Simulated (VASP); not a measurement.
Input:

```xyz
1
Lattice="0.0000 1.9414 1.9414 1.9414 0.0000 1.9414 1.9414 1.9414 0.0000" Properties=species:S:1:pos:R:3 pbc="T T T"
Pd     0.0000     0.0000     0.0000
```

These are vdW-DF-cx, VASP's PBE PAW potentials (set 64) (plane waves; VASP) values and carry that method's errors. Run with 520 eV cut-off, Gaussian smearing of 0.050 eV, potentials Pd.

### Question
Predict the band gap (along the path) with the smallest direct gap where there is one.

### Answer

```json
{
  "band gap (along the path)": "none (metal, semimetal or under 0.01 eV)"
}
```

Only differences to runs with the same potentials and settings are physical.

The compound is Pd in the fcc structure. It was relaxed first.
